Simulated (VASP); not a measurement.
OSZICAR of a VASP run on SiO$_{2}$ (space group R32):

OSZICAR:
```
       N       E                     dE             d eps       ncg     rms          rms(c)
DAV:   1     0.324592854325E+03    0.32459E+03   -0.25091E+04   754   0.151E+03
DAV:   2    -0.839215912779E+02   -0.40851E+03   -0.39763E+03  1031   0.342E+02
DAV:   3    -0.112628993605E+03   -0.28707E+02   -0.28588E+02   874   0.104E+02
DAV:   4    -0.113054631006E+03   -0.42564E+00   -0.42489E+00   892   0.136E+01
DAV:   5    -0.113063720728E+03   -0.90897E-02   -0.90865E-02   869   0.196E+00    0.253E+01
DAV:   6    -0.943561366914E+02    0.18708E+02   -0.27618E+01   839   0.271E+01    0.143E+01
DAV:   7    -0.867949521874E+02    0.75612E+01   -0.15313E+00   859   0.104E+01    0.497E+00
DAV:   8    -0.946135479030E+02   -0.78186E+01   -0.37916E+00   834   0.107E+01    0.322E+00
DAV:   9    -0.889666869140E+02    0.56469E+01   -0.17444E+00   769   0.778E+00    0.743E-01
DAV:  10    -0.888657991768E+02    0.10089E+00   -0.40036E-01   779   0.476E+00    0.788E-01
DAV:  11    -0.886872120908E+02    0.17859E+00   -0.22390E-02   859   0.128E+00    0.556E-01
DAV:  12    -0.890393731042E+02   -0.35216E+00   -0.14549E-01   764   0.322E+00    0.168E-01
DAV:  13    -0.890201196951E+02    0.19253E-01   -0.34744E-02   874   0.147E+00    0.204E-01
DAV:  14    -0.890336143029E+02   -0.13495E-01   -0.83368E-03   804   0.882E-01    0.509E-02
DAV:  15    -0.890471092094E+02   -0.13495E-01   -0.14344E-02   754   0.127E+00    0.274E-02
DAV:  16    -0.890491572969E+02   -0.20481E-02   -0.13932E-03   754   0.434E-01    0.191E-02
DAV:  17    -0.890516001081E+02   -0.24428E-02   -0.77284E-04   774   0.266E-01    0.657E-03
DAV:  18    -0.890521026799E+02   -0.50257E-03   -0.18218E-04   819   0.134E-01    0.976E-03
DAV:  19    -0.890520198593E+02    0.82821E-04   -0.24570E-05   874   0.531E-02    0.113E-02
DAV:  20    -0.890521859696E+02   -0.16611E-03   -0.86782E-05   804   0.874E-02    0.281E-03
DAV:  21    -0.890521979710E+02   -0.12001E-04   -0.10074E-05   824   0.333E-02    0.174E-03
DAV:  22    -0.890521994541E+02   -0.14831E-05   -0.13042E-06   552   0.124E-02    0.913E-04
DAV:  23    -0.890522009565E+02   -0.15024E-05   -0.59337E-07   542   0.725E-03    0.447E-04
DAV:  24    -0.890522009601E+02   -0.36398E-08   -0.12253E-07   552   0.322E-03
   1 F= -.89052201E+02 E0= -.89052201E+02  d E =-.890522E+02
       N       E                     dE             d eps       ncg     rms          rms(c)
DAV:   1    -0.892812247447E+02   -0.22902E+00   -0.11313E+01   824   0.256E+01    0.441E+00
DAV:   2    -0.889928468666E+02    0.28838E+00   -0.92837E-01   754   0.637E+00    0.104E+00
DAV:   3    -0.890011664430E+02   -0.83196E-02   -0.12082E-01   754   0.269E+00    0.410E-01
DAV:   4    -0.890114357358E+02   -0.10269E-01   -0.34526E-02   754   0.196E+00    0.247E-01
DAV:   5    -0.890133134395E+02   -0.18777E-02   -0.16389E-02   754   0.146E+00    0.821E-02
DAV:   6    -0.890143055847E+02   -0.99215E-03   -0.13038E-02   764   0.131E+00    0.634E-02
DAV:   7    -0.890215582433E+02   -0.72527E-02   -0.26909E-03   849   0.616E-01    0.247E-02
DAV:   8    -0.890229739268E+02   -0.14157E-02   -0.80370E-04   779   0.281E-01    0.109E-02
DAV:   9    -0.890232016125E+02   -0.22769E-03   -0.34361E-05   884   0.719E-02    0.543E-03
DAV:  10    -0.890231754169E+02    0.26196E-04   -0.47356E-06   823   0.242E-02    0.639E-03
DAV:  11    -0.890232240762E+02   -0.48659E-04   -0.18686E-05   799   0.408E-02    0.278E-03
DAV:  12    -0.890232138468E+02    0.10229E-04   -0.30333E-06   780   0.231E-02    0.175E-03
DAV:  13    -0.890232241094E+02   -0.10263E-04   -0.16074E-06   537   0.151E-02    0.862E-04
DAV:  14    -0.890232254704E+02   -0.13610E-05   -0.67697E-07   512   0.878E-03    0.652E-04
DAV:  15    -0.890232253329E+02    0.13752E-06   -0.16845E-07   567   0.432E-03
   2 F= -.89023225E+02 E0= -.89023225E+02  d E =0.289756E-01
       N       E                     dE             d eps       ncg     rms          rms(c)
DAV:   1    -0.891636970507E+02   -0.14047E+00   -0.43320E+00   829   0.156E+01    0.267E+00
DAV:   2    -0.890684502458E+02    0.95247E-01   -0.35759E-01   789   0.396E+00    0.629E-01
DAV:   3    -0.890580240965E+02    0.10426E-01   -0.44671E-02   754   0.161E+00    0.281E-01
DAV:   4    -0.890669648085E+02   -0.89407E-02   -0.90859E-03   754   0.105E+00    0.188E-01
DAV:   5    -0.890534922540E+02    0.13473E-01   -0.72341E-03   754   0.947E-01    0.535E-02
DAV:   6    -0.890672906226E+02   -0.13798E-01   -0.62017E-03   754   0.892E-01    0.396E-02
DAV:   7    -0.890684432227E+02   -0.11526E-02   -0.77798E-04   844   0.346E-01    0.155E-02
DAV:   8    -0.890692191516E+02   -0.77593E-03   -0.25878E-04   794   0.183E-01    0.100E-02
DAV:   9    -0.890693376164E+02   -0.11846E-03   -0.22538E-05   884   0.601E-02    0.349E-03
DAV:  10    -0.890693353247E+02    0.22916E-05   -0.91680E-07   552   0.111E-02    0.283E-03
DAV:  11    -0.890693376230E+02   -0.22983E-05   -0.49757E-06   746   0.214E-02    0.120E-03
DAV:  12    -0.890693397338E+02   -0.21108E-05   -0.33450E-07   572   0.646E-03    0.131E-03
DAV:  13    -0.890693402508E+02   -0.51696E-06   -0.40358E-07   522   0.767E-03
   3 F= -.89069340E+02 E0= -.89069340E+02  d E =-.171393E-01
```

**Question.** Which electronic solver shows in the log?

**Answer.** It is blocked Davidson (ALGO = Normal, or the opening steps of other solvers). The INCAR had ALGO = Normal.

**Question.** Can the final energy be trusted as converged?

**Answer.** The run converged. It stopped with EDIFF = 1E-6, NELM = 100, NSW = 60 and EDIFFG = -0.02 after 3 ionic steps (r2SCAN meta-GGA, plane waves, VASP's PBE PAW potentials (set 64)).

The structure comes from a computed database's SiO2 entry (R32); how it stands against other phases isn't given here. This run relaxes it. Symmetry was kept, so distortions that lower it aren't found. The start is the result of an earlier pass.
